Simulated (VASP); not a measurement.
OSZICAR of a VASP run on CoTi:

### OSZICAR
```
...
DAV:   8    -0.814230569730E+02    0.27860E-01   -0.14562E-01  4472   0.340E+00    0.363E-01
DAV:   9    -0.814230488278E+02    0.81452E-05   -0.22946E-02  4096   0.108E+00    0.257E-01
DAV:  10    -0.814220329034E+02    0.10159E-02   -0.62159E-03  4176   0.710E-01    0.718E-02
DAV:  11    -0.814220445130E+02   -0.11610E-04   -0.64658E-04  3756   0.249E-01    0.355E-02
DAV:  12    -0.814220614641E+02   -0.16951E-04   -0.10862E-04  3512   0.861E-02    0.176E-02
DAV:  13    -0.814220800712E+02   -0.18607E-04   -0.15408E-05  1805   0.385E-02    0.568E-03
DAV:  14    -0.814220961738E+02   -0.16103E-04   -0.66180E-06  1715   0.177E-02    0.324E-03
DAV:  15    -0.814221045129E+02   -0.83391E-05   -0.26988E-06  1618   0.978E-03
   3 F= -.81422105E+02 E0= -.81424327E+02  d E =-.406862E+00
       N       E                     dE             d eps       ncg     rms          rms(c)
DAV:   1    -0.812106917829E+02    0.21140E+00   -0.17170E+01  2900   0.396E+01    0.141E+00
DAV:   2    -0.818109561969E+02   -0.60026E+00   -0.46872E+00  3530   0.183E+01    0.722E+00
DAV:   3    -0.814722373556E+02    0.33872E+00   -0.17064E+00  4024   0.140E+01    0.142E+00
DAV:   4    -0.814839085988E+02   -0.11671E-01   -0.30862E-01  3994   0.347E+00    0.152E+00
DAV:   5    -0.814683031104E+02    0.15605E-01   -0.10043E-01  3732   0.247E+00    0.639E-01
DAV:   6    -0.814707328279E+02   -0.24297E-02   -0.52473E-02  3786   0.225E+00    0.911E-01
DAV:   7    -0.814702267253E+02    0.50610E-03   -0.56155E-02  4056   0.213E+00    0.598E-01
DAV:   8    -0.814653281687E+02    0.48986E-02   -0.36230E-02  4192   0.141E+00    0.209E-01
DAV:   9    -0.814650971202E+02    0.23105E-03   -0.69160E-03  3946   0.585E-01    0.886E-02
DAV:  10    -0.814650133709E+02    0.83749E-04   -0.11967E-03  4083   0.286E-01    0.443E-02
DAV:  11    -0.814650012898E+02    0.12081E-04   -0.22862E-04  3609   0.152E-01    0.179E-02
DAV:  12    -0.814650028687E+02   -0.15789E-05   -0.37926E-05  2442   0.518E-02
   4 F= -.81465003E+02 E0= -.81467952E+02  d E =-.428984E-01
       N       E                     dE             d eps       ncg     rms          rms(c)
DAV:   1    -0.813620790576E+02    0.10292E+00   -0.75797E+00  2909   0.264E+01    0.919E-01
DAV:   2    -0.816176086941E+02   -0.25553E+00   -0.20040E+00  3539   0.117E+01    0.480E+00
DAV:   3    -0.814772886912E+02    0.14032E+00   -0.79878E-01  4130   0.918E+00    0.915E-01
DAV:   4    -0.814817072499E+02   -0.44186E-02   -0.11589E-01  4002   0.227E+00    0.984E-01
DAV:   5    -0.814753928002E+02    0.63144E-02   -0.44149E-02  3777   0.174E+00    0.460E-01
DAV:   6    -0.814760973495E+02   -0.70455E-03   -0.23364E-02  3816   0.143E+00    0.575E-01
DAV:   7    -0.814760632772E+02    0.34072E-04   -0.24085E-02  4216   0.132E+00    0.377E-01
DAV:   8    -0.814739439014E+02    0.21194E-02   -0.15025E-02  4177   0.868E-01    0.138E-01
DAV:   9    -0.814738234959E+02    0.12041E-03   -0.28718E-03  3920   0.370E-01    0.562E-02
DAV:  10    -0.814737989639E+02    0.24532E-04   -0.46278E-04  4010   0.184E-01    0.329E-02
DAV:  11    -0.814737957038E+02    0.32601E-05   -0.92661E-05  3329   0.972E-02
   5 F= -.81473796E+02 E0= -.81477101E+02  d E =-.516912E-01
       N       E                     dE             d eps       ncg     rms          rms(c)
DAV:   1    -0.814479804286E+02    0.25819E-01   -0.15035E+00  3076   0.135E+01    0.394E-01
DAV:   2    -0.814897279800E+02   -0.41748E-01   -0.39215E-01  3100   0.447E+00    0.146E+00
DAV:   3    -0.814787667008E+02    0.10961E-01   -0.11753E-01  4112   0.348E+00    0.419E-01
DAV:   4    -0.814782423927E+02    0.52431E-03   -0.12982E-02  3889   0.113E+00    0.343E-01
DAV:   5    -0.814778524781E+02    0.38991E-03   -0.64360E-03  3928   0.791E-01    0.239E-01
DAV:   6    -0.814778733444E+02   -0.20866E-04   -0.42724E-03  4320   0.603E-01    0.205E-01
DAV:   7    -0.814776422206E+02    0.23112E-03   -0.31751E-03  3755   0.421E-01    0.136E-01
DAV:   8    -0.814775130942E+02    0.12913E-03   -0.13224E-03  4153   0.248E-01    0.437E-02
DAV:   9    -0.814775178993E+02   -0.48051E-05   -0.44679E-04  4024   0.139E-01    0.353E-02
DAV:  10    -0.814774957453E+02    0.22154E-04   -0.15022E-04  3762   0.918E-02    0.886E-03
DAV:  11    -0.814774962678E+02   -0.52251E-06   -0.80983E-06  1814   0.255E-02
   6 F= -.81477496E+02 E0= -.81480993E+02  d E =-.370056E-02
       N       E                     dE             d eps       ncg     rms          rms(c)
DAV:   1    -0.814622207647E+02    0.15275E-01   -0.81429E-01  3052   0.996E+00    0.285E-01
DAV:   2    -0.814838826913E+02   -0.21662E-01   -0.20763E-01  3044   0.319E+00    0.987E-01
DAV:   3    -0.814790830310E+02    0.47997E-02   -0.57607E-02  4112   0.247E+00    0.322E-01
DAV:   4    -0.814786265127E+02    0.45652E-03   -0.67760E-03  3859   0.825E-01    0.222E-01
DAV:   5    -0.814785449210E+02    0.81592E-04   -0.32268E-03  3888   0.559E-01    0.192E-01
DAV:   6    -0.814784647889E+02    0.80132E-04   -0.21214E-03  4296   0.451E-01    0.125E-01
DAV:   7    -0.814783906252E+02    0.74164E-04   -0.14516E-03  3779   0.288E-01    0.988E-02
DAV:   8    -0.814783299963E+02    0.60629E-04   -0.65900E-04  4065   0.177E-01    0.324E-02
DAV:   9    -0.814783350190E+02   -0.50228E-05   -0.22532E-04  3880   0.967E-02    0.265E-02
DAV:  10    -0.814783222131E+02    0.12806E-04   -0.81689E-05  3226   0.709E-02    0.567E-03
DAV:  11    -0.814783238605E+02   -0.16474E-05   -0.61562E-06  1706   0.197E-02
   7 F= -.81478324E+02 E0= -.81481863E+02  d E =-.452816E-02
       N       E                     dE             d eps       ncg     rms          rms(c)
DAV:   1    -0.814673354478E+02    0.10987E-01   -0.11181E+00  2748   0.865E+00    0.272E-01
DAV:   2    -0.814864259690E+02   -0.19091E-01   -0.17545E-01  3123   0.293E+00    0.101E+00
DAV:   3    -0.814807774251E+02    0.56485E-02   -0.49420E-02  3918   0.225E+00    0.280E-01
DAV:   4    -0.814806454372E+02    0.13199E-03   -0.56244E-03  3928   0.691E-01    0.199E-01
DAV:   5    -0.814804866484E+02    0.15879E-03   -0.40015E-03  3848   0.459E-01    0.178E-01
DAV:   6    -0.814805502029E+02   -0.63554E-04   -0.28353E-03  3864   0.413E-01    0.193E-01
DAV:   7    -0.814805970977E+02   -0.46895E-04   -0.33975E-03  3922   0.558E-01    0.220E-01
DAV:   8    -0.814802837829E+02    0.31331E-03   -0.24594E-03  4440   0.454E-01    0.534E-02
DAV:   9    -0.814802656969E+02    0.18086E-04   -0.34807E-04  4050   0.152E-01    0.210E-02
DAV:  10    -0.814802609329E+02    0.47639E-05   -0.44968E-05  2883   0.573E-02
   8 F= -.81480261E+02 E0= -.81483842E+02  d E =-.193707E-02
       N       E                     dE             d eps       ncg     rms          rms(c)
DAV:   1    -0.814596002331E+02    0.20665E-01   -0.18691E+00  2748   0.112E+01    0.355E-01
DAV:   2    -0.814919094985E+02   -0.32309E-01   -0.29572E-01  3125   0.385E+00    0.134E+00
DAV:   3    -0.814819553090E+02    0.99542E-02   -0.85634E-02  3903   0.295E+00    0.355E-01
DAV:   4    -0.814817264899E+02    0.22882E-03   -0.91924E-03  3938   0.884E-01    0.250E-01
DAV:   5    -0.814815055786E+02    0.22091E-03   -0.66445E-03  3848   0.592E-01    0.232E-01
DAV:   6    -0.814815680275E+02   -0.62449E-04   -0.46683E-03  3856   0.520E-01    0.235E-01
DAV:   7    -0.814816531114E+02   -0.85084E-04   -0.54456E-03  3928   0.701E-01    0.285E-01
DAV:   8    -0.814811620257E+02    0.49109E-03   -0.41698E-03  4480   0.586E-01    0.744E-02
DAV:   9    -0.814811199925E+02    0.42033E-04   -0.59652E-04  4113   0.205E-01    0.271E-02
DAV:  10    -0.814811119290E+02    0.80634E-05   -0.79528E-05  3339   0.736E-02
   9 F= -.81481112E+02 E0= -.81484715E+02  d E =-.278807E-02
       N       E                     dE             d eps       ncg     rms          rms(c)
DAV:   1    -0.814710161791E+02    0.10104E-01   -0.14707E+00  2633   0.926E+00    0.351E-01
DAV:   2    -0.815126354330E+02   -0.41619E-01   -0.31336E-01  3632   0.504E+00    0.205E+00
DAV:   3    -0.814827871715E+02    0.29848E-01   -0.17301E-01  4120   0.410E+00    0.335E-01
DAV:   4    -0.814832379942E+02   -0.45082E-03   -0.15356E-02  4032   0.892E-01    0.313E-01
DAV:   5    -0.814829855256E+02    0.25247E-03   -0.78120E-03  3827   0.888E-01    0.266E-01
DAV:   6    -0.814825579023E+02    0.42762E-03   -0.28752E-03  3976   0.528E-01    0.106E-01
DAV:   7    -0.814826908859E+02   -0.13298E-03   -0.17998E-03  3888   0.354E-01    0.175E-01
DAV:   8    -0.814824838058E+02    0.20708E-03   -0.17423E-03  3802   0.272E-01    0.525E-02
DAV:   9    -0.814824700980E+02    0.13708E-04   -0.27189E-04  3756   0.115E-01    0.221E-02
DAV:  10    -0.814824638721E+02    0.62259E-05   -0.62205E-05  3204   0.594E-02
  10 F= -.81482464E+02 E0= -.81485956E+02  d E =-.135194E-02
       N       E                     dE             d eps       ncg     rms          rms(c)
DAV:   1    -0.814773190819E+02    0.51510E-02   -0.69523E-01  2633   0.638E+00    0.242E-01
DAV:   2    -0.814971917860E+02   -0.19873E-01   -0.15064E-01  3632   0.346E+00    0.141E+00
DAV:   3    -0.814828553933E+02    0.14336E-01   -0.82732E-02  4104   0.283E+00    0.221E-01
DAV:   4    -0.814830781450E+02   -0.22275E-03   -0.68250E-03  3984   0.593E-01    0.203E-01
DAV:   5    -0.814829796207E+02    0.98524E-04   -0.35342E-03  3836   0.601E-01    0.184E-01
DAV:   6    -0.814827875367E+02    0.19208E-03   -0.13802E-03  3840   0.366E-01    0.731E-02
DAV:   7    -0.814827523686E+02    0.35168E-04   -0.38781E-04  3880   0.196E-01    0.428E-02
DAV:   8    -0.814827826910E+02   -0.30322E-04   -0.41936E-04  3689   0.139E-01    0.686E-02
DAV:   9    -0.814827465392E+02    0.36152E-04   -0.22197E-04  3370   0.101E-01    0.152E-02
DAV:  10    -0.814827444967E+02    0.20425E-05   -0.20795E-05  2256   0.381E-02
  11 F= -.81482744E+02 E0= -.81486155E+02  d E =-.163257E-02
```

Which electronic solver shows in the log?

It is blocked Davidson (ALGO = Normal, or the opening steps of other solvers). The INCAR had ALGO = Normal.

How was spin treated?

Without spin polarisation: there is no mag entry.

Can the final energy be trusted as converged?

The calculation finished and met its thresholds. It stopped with EDIFF = 1E-5, NELM = 100, NSW = 50 and EDIFFG = -0.03 after 11 ionic steps (PBEsol GGA, plane waves, VASP's PBE PAW potentials (set 64)).

The cell is a thin slab with vacuum, built from TiCo (CsCl type): (110) face. The run is not spin-polarised, so no magnetic state was tried.
